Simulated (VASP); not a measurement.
All values below come from r2SCAN meta-GGA, VASP's PBE PAW potentials (set 64) (plane waves; VASP 6.6.1).

A VASP calculation is set up with these files.

**KPOINTS**
```
Automatic mesh
0
Gamma
12 12 8
0 0 0
```

POSCAR:
```
Hf
1
    1.5959702258    -2.7643014804    -0.0000000000
    1.5959702258     2.7643014804     0.0000000000
   -0.0000000000    -0.0000000000     5.0413008044
Hf
2
Direct
  0.3333330000   0.6666670000   0.2500000000
  0.6666670000   0.3333330000   0.7500000000
```

INCAR:
```
! general
SYSTEM =Hf
PREC   =Accurate
ENCUT  =480
LREAL  =.FALSE.
LASPH  =.TRUE.   ! aspherical one-centre terms

! electronic loop
EDIFF  =1E-7   ! SCF stop (eV)
NELM   =100   ! most electronic steps
ALGO   =Normal
LMAXMIX=6   ! l cut-off of mixed one-centre charges
LMIXTAU=.TRUE.

! smearing
ISMEAR =1   ! Methfessel-Paxton
SIGMA  =0.1

! functional
METAGGA=R2SCAN

! ions
ISIF   =2   ! forces and stress, cell fixed

! output
LWAVE  =.FALSE.
LCHARG =.FALSE.
```

POTCAR, in this order: Hf_pv (PBE.64 set). Program: vasp_std.

Q: What will the output report for the number of irreducible k-points (NKPTS), number of bands (NBANDS), largest plane-wave count, number of space-group operations, FFT grid (NGX, NGY, NGZ)?

A: 
```json
{
  "number of irreducible k-points (NKPTS)": "95",
  "number of bands (NBANDS)": "14",
  "largest_plane_wave_count": "1087",
  "number_of_space_group_operations": "24",
  "FFT grid (NGX, NGY, NGZ)": "24 × 24 × 36"
}
```

The compound is Hf in the hcp structure. It was relaxed first.
